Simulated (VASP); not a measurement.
A run of VASP 6.6.1:

File INCAR:

```
PREC = Accurate ; ENCUT = 600
EDIFF = 1E-7 ; ISMEAR = -1
SIGMA = 0.05 ; LREAL = False
LASPH = True ; NELM = 60
ALGO = Normal ; ISIF = 3
LWAVE = False ; LCHARG = False
GGA = CA ; IBRION = 2
NSW = 60 ; EDIFFG = -0.02
PSTRESS = 20
```

The input KPOINTS:

```
Automatic mesh
0
Gamma
  6 6 5
```

POSCAR

```
LiYHg
1.0
    4.2179400000      0.0000000000      0.0000000000
    0.0000000000      4.2179400000      0.0000000000
    0.0000000000      0.0000000000      5.2510900000
Li Y Hg
1 1 1
Direct
    0.5000000000      0.5000000000      0.5000000000
    0.0000000000      0.0000000000      0.0000000000
    0.5000000000      0.5000000000      0.0000000000
```

Potentials or basis: VASP PAW LDA potentials, release 64 (Li_sv, Y_sv, Hg).

The run is started by

```bash
$ cat potpaw_LDA.64/Li_sv/POTCAR potpaw_LDA.64/Y_sv/POTCAR potpaw_LDA.64/Hg/POTCAR > POTCAR
$ mpirun -np 1 vasp_std > vasp.out
```

Hardware: 1 thread of Intel(R) Xeon(R) Platinum 8488C (Sapphire Rapids) (shared host).

Q: How long does it take, and how much memory?

A: It took 110 s on 1 thread of Intel(R) Xeon(R) Platinum 8488C (Sapphire Rapids), on a shared host, peak memory 0.25 GiB. Counts: scf iterations 53, k points 30, ion steps 5.
